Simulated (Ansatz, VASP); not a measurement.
# ScGaN in VASP and in Ansatz

```xyz
3
Lattice="3.8928 0.0000 0.0000 -1.9464 3.3713 0.0000 0.0000 0.0000 3.9872" Properties=species:S:1:pos:R:3 pbc="T T T"
Sc    0.0000    0.0000    0.0000
Ga    1.9464    1.1238    1.9936
N     0.0000    2.2475    1.9936
```

Change from the starting cell: species swapped into the ZrBeB type (P-6m2, No. 187).

Alike in both runs: task single point; functional PBE; k mesh 6 × 6 × 4; occupations gaussian, width 0.1 eV; no spin polarisation.

|  | VASP | Ansatz |
| --- | --- | --- |
| version | VASP 6.6.1 | Ansatz 0.2.0 |
| potentials or method | VASP PAW PBE potentials, release 64 (Sc_sv, Ga_d, N) | scalar-relativistic, plane waves, PAW |
| plane-wave cutoff (eV) | 520 | 420 |
| valence electrons in the cell | 29 | 29 |

VASP gave:

| Property | Result |
| --- | --- |
| gap on the k mesh at the Fermi level (eV) | none |
| pressure (GPa) | -13.8 |
| largest component of the traceless stress (GPa) | 0.61 |

Q: Estimate Ansatz's values.

A: gap on the k mesh at the Fermi level (eV): none; pressure (GPa): -14.0; largest component of the traceless stress (GPa): 0.68.

A gap of «none» marks a metal or a gap that the smearing closes.

Caveats: the k mesh is coarse (spacing up to 0.39 Å⁻¹), so the values aren't converged.
